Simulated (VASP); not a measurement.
Input:

```yaml
crystal:
  lattice:
    - [-1.57639, 1.57639, 1.57639]
    - [1.57639, -1.57639, 1.57639]
    - [1.57639, 1.57639, -1.57639]
  atoms:
    - { symbol: Mo, position: [0.00000, 0.00000, 0.00000] }
```

Method: r2SCAN meta-GGA, VASP's PBE PAW potentials (set 64) (plane waves; VASP). Numerical set-up: 480 eV cut-off, 16×16×16 Γ-centred mesh, first-order Methfessel-Paxton smearing of 0.10 eV, potentials Mo_sv.

Question: What does the run give for the energy per atom (σ→0), band gap (on the k-mesh) with the smallest direct gap where there is one?

Answer: 
```
Item                                                        Result
------------------------  ----------------------------------------
band gap (on the k-mesh)  none (metal, semimetal or under 0.01 eV)
energy per atom (σ→0)                              -26.084 eV/atom
```

Only differences to runs with the same potentials and settings are physical.

The compound is Mo in the bcc structure. It was relaxed first.
